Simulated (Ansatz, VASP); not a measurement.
**SiPb: VASP beside Ansatz**

Aim: how closely do two programs agree when they are given the same cell, functional and k mesh? The cell is generated by rule, not measured, and may not be a known phase. The cell is taken from a series of runs on this material, whose earlier steps may have relaxed, scaled, displaced or heated it; both programs get it as it stands.

Method: plane waves, with VASP 6.6.1 beside it; zone-centre phonons at PBEsol, in Ansatz 0.2.0.

The structure was built from a prototype and need not be the compound's stable phase.

## (1) The structure

Symmetry: F-43m, No. 216, cubic system. Conventional cell: a = 6.187 Å, b = 6.187 Å, c = 6.187 Å, α = 90.00°, β = 90.00°, γ = 90.00°. Pb has 4 Si at 2.68 Å nearest. Si has 4 Pb at 2.68 Å nearest. Farther neighbours are not listed.

As a file:

```
Pb Si
1.0
     0.00000    3.09372    3.09372
     3.09372    0.00000    3.09372
     3.09372    3.09372    0.00000
Pb Si
1 1
Direct
  0.00000 0.00000 0.00000
  0.25000 0.25000 0.25000
```

## (2) VASP: zone-centre phonons, PBEsol, pair 1

Second derivatives magnify differences that forces hide, and they need a tight electronic threshold.

Lines of VASP's logs that name or quote its potential files are left out, and so is its time.

File INCAR:

```
SYSTEM = SiPb
PREC = Accurate
ENCUT = 500
EDIFF = 1E-08
NELM = 120
ISMEAR = 1
SIGMA = 0.2
LREAL = .FALSE.
ALGO = Normal
GGA = PS
NBANDS = 15
LORBIT = 11
LWAVE = .FALSE.
LCHARG = .FALSE.
ISIF = 2
IBRION = 8
LASPH = .TRUE.
GGA_COMPAT = .FALSE.
KPAR = 2
```

File POSCAR:

```
SiPb
1.0
    0.0000000000      3.0937247481      3.0937247481
    3.0937247481      0.0000000000      3.0937247481
    3.0937247481      3.0937247481      0.0000000000
Pb Si
1 1
Direct
    0.0000000000      0.0000000000      0.0000000000
    0.2500000000      0.2500000000      0.2500000000
```

File KPOINTS:

```
Automatic mesh
0
Gamma
12 12 12
0 0 0
```

PAW data sets: Pb_d and Si (PBE family, release 64).

Command:

```bash
mpirun -np 2 vasp_std
```

Numbers of over 12 decimals in the logs are rounded to 6 here.

The log of the run:

```text
[banner, memory and clock lines left out]
running    2 mpi-ranks, on    1 nodes
 distrk:  each k-point on    1 cores,    2 groups
 distr:  one band on    1 cores,    1 groups

 POSCAR found type information on POSCAR PbSi
 POSCAR found :  2 types and       2 ions
|                                                                             |
|               ----> ADVICE to this user running VASP <----                  |
|                                                                             |
|     You enforced a specific xc type in the INCAR file but a different       |
|     [... a line on the potential file left out ...]
|     I HOPE YOU KNOW WHAT YOU ARE DOING!                                     |
|                                                                             |

 LDA part: xc-table for (Slater+PW92), standard interpolation
 POSCAR, INCAR and KPOINTS ok, starting setup
 FFT: planning ... GRIDC
 FFT: planning ... GRID_SOFT
 FFT: planning ... GRID
 WAVECAR not read
 entering main loop
       N       E                     dE             d eps       ncg     rms          rms(c)
DAV:   1     0.128036522405E+03    0.12804E+03   -0.82888E+03  2160   0.115E+03
DAV:   2    -0.148972089761E+01   -0.12953E+03   -0.12544E+03  2265   0.297E+02
DAV:   3    -0.877474642766E+01   -0.72850E+01   -0.72490E+01  2825   0.769E+01
DAV:   4    -0.895273480052E+01   -0.17799E+00   -0.17794E+00  2620   0.144E+01
DAV:   5    -0.896072583007E+01   -0.79910E-02   -0.79909E-02  3108   0.267E+00    0.281E+00
DAV:   6    -0.885021049490E+01    0.11052E+00   -0.12733E-01  2919   0.458E+00    0.161E+00
DAV:   7    -0.882133549523E+01    0.28875E-01   -0.70642E-02  2854   0.247E+00    0.409E-01
DAV:   8    -0.882015359625E+01    0.11819E-02   -0.79988E-03  2872   0.954E-01    0.827E-02
DAV:   9    -0.882040731168E+01   -0.25372E-03   -0.70129E-04  2776   0.280E-01    0.547E-02
DAV:  10    -0.882043266857E+01   -0.25357E-04   -0.44414E-05  2702   0.450E-02    0.261E-02
DAV:  11    -0.882044420941E+01   -0.11541E-04   -0.31846E-05  2630   0.666E-02    0.692E-03
DAV:  12    -0.882044422197E+01   -0.12558E-07   -0.15457E-06  2825   0.977E-03    0.441E-03
DAV:  13    -0.882044444694E+01   -0.22497E-06   -0.69715E-07  2832   0.859E-03    0.578E-04
DAV:  14    -0.882044443763E+01    0.93116E-08   -0.43487E-08  2678   0.174E-03
   1 F= -.88204444E+01 E0= -.88204502E+01  d E =0.172510E-04
 Linear response reoptimize wavefunctions to high precision
DAV:   1    -0.882044446020E+01   -0.22570E-07   -0.14963E-09  2360   0.290E-04
DAV:   2    -0.882044446023E+01   -0.30923E-10   -0.18514E-10  1689   0.136E-04
 Linear response DOF=           2
 Linear response progress:
  Degree of freedom:   1/  2
       N       E                     dE             d eps       ncg     rms          rms(c)
RMM:   1    -0.331081997051E+00   -0.33108E+00   -0.15207E-01 11662   0.549E+00
RMM:   2    -0.332807211953E+00   -0.17252E-02   -0.11094E-02 13886   0.101E+00    0.544E-02
RMM:   3    -0.332775018266E+00    0.32194E-04   -0.13336E-03 15651   0.328E-01    0.311E-02
RMM:   4    -0.332495592206E+00    0.27943E-03   -0.17669E-04 15321   0.123E-01    0.529E-03
RMM:   5    -0.332521982783E+00   -0.26391E-04   -0.26161E-05 16007   0.452E-02    0.351E-03
RMM:   6    -0.332537330640E+00   -0.15348E-04   -0.45924E-06 15100   0.178E-02    0.691E-04
RMM:   7    -0.332535859956E+00    0.14707E-05   -0.18330E-06 16380   0.637E-03    0.365E-04
RMM:   8    -0.332533173250E+00    0.26867E-05   -0.60449E-07 15597   0.242E-03    0.602E-05
RMM:   9    -0.332533558410E+00   -0.38516E-06    0.89570E-07 16511   0.871E-04    0.259E-05
RMM:  10    -0.332534009147E+00   -0.45074E-06    0.56079E-07 16558   0.367E-04    0.968E-06
RMM:  11    -0.332534016017E+00   -0.68708E-08    0.19931E-07 16560   0.157E-04    0.312E-06
RMM:  12    -0.332534111247E+00   -0.95230E-07    0.50610E-08 16737   0.800E-05    0.545E-07
RMM:  13    -0.332534110209E+00    0.10376E-08    0.92359E-08 17475   0.447E-05    0.443E-07
 first order change of Fermi-energy   0.17440E-04
 force on displaced ion       1 direction 1 :  -7.149   0.000   0.000
 Linear response progress:
  Degree of freedom:   2/  2
       N       E                     dE             d eps       ncg     rms          rms(c)
RMM:   1    -0.188539454855E-01   -0.18854E-01    0.22666E-02 18104   0.120E+00
RMM:   2    -0.176322137633E-01    0.12217E-02   -0.80660E-04 14399   0.500E-01    0.600E-02
RMM:   3    -0.178322774827E-01   -0.20006E-03   -0.61517E-04 15827   0.168E-01    0.364E-02
RMM:   4    -0.179037590881E-01   -0.71482E-04   -0.80662E-05 15412   0.822E-02    0.405E-03
RMM:   5    -0.178990524728E-01    0.47066E-05   -0.92408E-06 15800   0.308E-02    0.242E-03
RMM:   6    -0.178942029905E-01    0.48495E-05   -0.21895E-06 14887   0.109E-02    0.111E-03
RMM:   7    -0.178900814880E-01    0.41215E-05   -0.74139E-07 15867   0.475E-03    0.272E-04
RMM:   8    -0.178920101687E-01   -0.19287E-05   -0.81407E-08 14945   0.182E-03    0.790E-05
RMM:   9    -0.178920194919E-01   -0.93232E-08   -0.44231E-08 16016   0.678E-04    0.465E-05
 first order change of Fermi-energy   0.17356E-03
 force on displaced ion       2 direction 1 :  -7.173   0.000   0.000
 Linear response finished
```

OUTCAR, selected parts (step 2):

```text
ion  position               nearest neighbor table
   1  0.000  0.000  0.000-   2 2.68   2 2.68   2 2.68   2 2.68
   2  0.250  0.250  0.250-   1 2.68   1 2.68   1 2.68   1 2.68

  LATTYP: Found a face centered cubic cell.
 ALAT       =     6.1874494962

 Subroutine GETGRP returns: Found 24 space group operations
 (whereof 24 operations were pure point group operations)

The static configuration has the point symmetry T_d .

 Found     72 irreducible k-points:

   k-points           NKPTS =     72   k-points in BZ     NKDIM =     72   number of bands    NBANDS=     15

   dimension x,y,z NGX =    32 NGY =   32 NGZ =   32
   dimension x,y,z NGXF=    64 NGYF=   64 NGZF=   64

   ENCUT  =  500.0 eV  36.75 Ry    6.06 a.u.   7.98  7.98  7.98*2*pi/ulx,y,z

   NELECT =      18.0000    total number of electrons

 k-points in reciprocal lattice and weights: Automatic mesh
   0.00000000  0.00000000  0.00000000       0.001
   0.08333333  0.00000000  0.00000000       0.005
   0.16666667  0.00000000  0.00000000       0.005
   0.25000000  0.00000000  0.00000000       0.005
   0.33333333  0.00000000  0.00000000       0.005
   0.41666667  0.00000000  0.00000000       0.005
   0.50000000  0.00000000  0.00000000       0.002
   0.08333333  0.08333333  0.00000000       0.003
   0.16666667  0.08333333  0.00000000       0.014
[...]
-0.33333333  0.50000000  0.16666667       0.007
  -0.25000000  0.50000000  0.25000000       0.003

 average (electrostatic) potential at core
       1 -92.0455       2 -84.4626

  Total       -0.0191323     -0.0191323     -0.0191323      0.0000000      0.0000000      0.0000000
  in kB       -0.5176091     -0.5176091     -0.5176091      0.0000000      0.0000000      0.0000000
  external PRESSURE =      -0.5176091 kB  Pullay stress =       0.0000000 kB

  energy-cutoff  :      500.00
  volume of cell :       59.22
      direct lattice vectors                 reciprocal lattice vectors
     0.000000000  3.093724748  3.093724748    -0.161617481  0.161617481  0.161617481
     3.093724748  0.000000000  3.093724748     0.161617481 -0.161617481  0.161617481
     3.093724748  3.093724748  0.000000000     0.161617481  0.161617481 -0.161617481

 POSITION                                       TOTAL-FORCE (eV/Angst)
 -----------------------------------------------------------------------------------
      0.00000      0.00000      0.00000        -0.000000     -0.000000     -0.000000
      1.54686      1.54686      1.54686         0.000000      0.000000      0.000000
 -----------------------------------------------------------------------------------
    total drift:                                0.000000      0.000000     -0.000000

 Eigenvectors and eigenvalues of the dynamical matrix
 ----------------------------------------------------

   1 f  =    8.417183 THz    52.886720 2PiTHz  280.767001 cm-1    34.810656 meV
             X         Y         Z           dx          dy          dz
      0.000000  0.000000  0.000000     0.000000    0.344984    0.000000
      1.546862  1.546862  1.546862     0.000000   -0.938609    0.000000

   2 f  =    8.417183 THz    52.886720 2PiTHz  280.767001 cm-1    34.810656 meV
             X         Y         Z           dx          dy          dz
      0.000000  0.000000  0.000000    -0.344984    0.000000    0.000000
      1.546862  1.546862  1.546862     0.938609    0.000000    0.000000

   3 f  =    8.417183 THz    52.886720 2PiTHz  280.767001 cm-1    34.810656 meV
             X         Y         Z           dx          dy          dz
      0.000000  0.000000  0.000000     0.000000    0.000000   -0.344984
      1.546862  1.546862  1.546862     0.000000    0.000000    0.938609

   4 f/i=    0.004575 THz     0.028747 2PiTHz    0.152615 cm-1     0.018922 meV
             X         Y         Z           dx          dy          dz
      0.000000  0.000000  0.000000     0.938609    0.000000    0.000000
      1.546862  1.546862  1.546862     0.344984    0.000000    0.000000

   5 f/i=    0.004575 THz     0.028747 2PiTHz    0.152615 cm-1     0.018922 meV
             X         Y         Z           dx          dy          dz
      0.000000  0.000000  0.000000     0.000000    0.000000    0.938609
      1.546862  1.546862  1.546862     0.000000    0.000000    0.344984

   6 f/i=    0.004575 THz     0.028747 2PiTHz    0.152615 cm-1     0.018922 meV
             X         Y         Z           dx          dy          dz
      0.000000  0.000000  0.000000     0.000000   -0.938609    0.000000
      1.546862  1.546862  1.546862     0.000000   -0.344984    0.000000

 ELASTIC MODULI CONTR FROM IONIC RELAXATION (kBar)
 Direction    XX          YY          ZZ          XY          YZ          ZX
 --------------------------------------------------------------------------------
 XX          -0.0000     -0.0000      0.0000      0.0000      0.0000      0.0000
 YY          -0.0000     -0.0000      0.0000     -0.0000      0.0000      0.0000
 ZZ           0.0000      0.0000     -0.0000      0.0000     -0.0000     -0.0000
 XY           0.0000     -0.0000      0.0000   -196.6737     -0.0000      0.0000
 YZ           0.0000      0.0000     -0.0000     -0.0000   -196.6737     -0.0000
 ZX           0.0000      0.0000     -0.0000      0.0000     -0.0000   -196.6737
 --------------------------------------------------------------------------------
```

[end of part 1 of 2]

[Lines on the potential files, build, host, timing and source positions are cut from VASP's logs without a mark.]

[Logs are printed without paths, hosts, clocks, repeated set-up lines and the standing remarks that a program may print on its own settings, such as how far it seeks lower states.]

[Hosts, paths, dates, database ids (printed as entryN), source tags and the programs' standing remarks are cut or masked in the printed files.]
